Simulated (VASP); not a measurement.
A run of VASP 6.6.1 is set up as follows.

File INCAR:

```
SYSTEM = MnIn11As12
PREC     = Accurate       ! precision mode
ENCUT    = 350            ! plane-wave cutoff, eV
EDIFF    = 1E-5           ! SCF threshold, eV
ISMEAR   = 0              ! smearing method
SIGMA    = 0.03           ! smearing width, eV
LREAL    = Auto         
LASPH    = .TRUE.         ! aspherical terms in the spheres
NELM     = 120            ! most SCF steps
ALGO     = Normal         ! electronic algorithm
ISIF     = 2              ! what is computed and relaxed
LWAVE    = .FALSE.        ! write WAVECAR
LCHARG   = .FALSE.        ! write CHGCAR
ISPIN    = 2              ! spin polarisation
MAGMOM   = 4 0 0 0 0 0 0 0 0 0 0 0 0 0 0 0 0 0 0 0 0 0 0 0 ! initial moments
LORBIT   = 11             ! projections on sites
LMAXMIX  = 4              ! l up to which the mixer works
LDAU     = .TRUE.         ! DFT+U
LDAUTYPE = 2            
LDAUL    = 2 -1 -1        ! shell
LDAUU    = 3.5 0 0        ! U, eV
LDAUJ    = 0 0 0        
LDAUPRINT= 1            
GGA      = PS             ! functional
IBRION   = 2              ! ionic algorithm
NSW      = 40             ! ionic steps
EDIFFG   = -0.03          ! ionic threshold
```

The input KPOINTS:

```
Automatic mesh
0
G
  2 2 2
  0 0 0
```

POSCAR

```
MnIn11As12
1.0
    0.0000000000      9.0870000000      9.0870000000
    6.0580000000      0.0000000000      6.0580000000
    6.0580000000      6.0580000000      0.0000000000
Mn In As
1 11 12
Direct
    0.0000000000      0.0000000000      0.0000000000
    0.0000000000      0.0000000000      0.5000000000
    0.0000000000      0.5000000000      0.0000000000
    0.0000000000      0.5000000000      0.5000000000
    0.3333330000      0.0000000000      0.0000000000
    0.3333330000      0.0000000000      0.5000000000
    0.3333330000      0.5000000000      0.0000000000
    0.3333330000      0.5000000000      0.5000000000
    0.6666670000      0.0000000000      0.0000000000
    0.6666670000      0.0000000000      0.5000000000
    0.6666670000      0.5000000000      0.0000000000
    0.6666670000      0.5000000000      0.5000000000
    0.0833333333      0.1250000000      0.1250000000
    0.0833333333      0.1250000000      0.6250000000
    0.0833333333      0.6250000000      0.1250000000
    0.0833333333      0.6250000000      0.6250000000
    0.4166663333      0.1250000000      0.1250000000
    0.4166663333      0.1250000000      0.6250000000
    0.4166663333      0.6250000000      0.1250000000
    0.4166663333      0.6250000000      0.6250000000
    0.7500003333      0.1250000000      0.1250000000
    0.7500003333      0.1250000000      0.6250000000
    0.7500003333      0.6250000000      0.1250000000
    0.7500003333      0.6250000000      0.6250000000
```

Potentials or basis: VASP PAW PBE potentials, release 64 (Mn_pv, In_d, As).

Launch:

```bash
$ cat potpaw_PBE.64/Mn_pv/POTCAR potpaw_PBE.64/In_d/POTCAR potpaw_PBE.64/As/POTCAR > POTCAR
$ mpirun -np 1 vasp_std > vasp.out
```

Q: Estimate the net moment.

A: 4.70 μB per cell.

Q: What does it give for the energy gained by relaxing?

A: 5.1 meV/atom.

Q: What does it give for the site moments?

A: Mn +4.37; In +0.01, +0.00; As -0.04, -0.05, -0.01, +0.01, -0.02 μB.

Forces in eV/Å, atoms in the order of the input:
```
Mn  -0.017  0.013  0.013
In  -0.002  0.004 -0.010
In  -0.002 -0.010  0.004
In   0.005  0.003  0.003
In   0.007  0.003  0.003
In   0.000 -0.017 -0.002
In   0.000 -0.002 -0.017
In   0.010 -0.010 -0.010
In  -0.010 -0.004 -0.004
In   0.004  0.006 -0.010
In   0.004 -0.010  0.006
In   0.001  0.004  0.004
As   0.003  0.005  0.005
As   0.005 -0.010  0.000
As   0.005  0.000 -0.010
As   0.005 -0.007 -0.007
As  -0.005  0.001  0.001
As   0.005  0.001 -0.001
As   0.005 -0.001  0.001
As  -0.004  0.000  0.000
As  -0.004  0.002  0.002
As  -0.003  0.010  0.010
As  -0.003  0.010  0.010
As  -0.011  0.009  0.009
```

Caveat: the k mesh is coarse (spacing up to 0.45 Å⁻¹), so the values aren't converged; the PAW data sets were made with another functional, which shifts forces and pressure a little; only a ferromagnetic start was run, and an antiferromagnetic order may lie lower in energy; the U is typed as a test and isn't derived for this compound. The state reached can hang on the start; a lower one may exist.
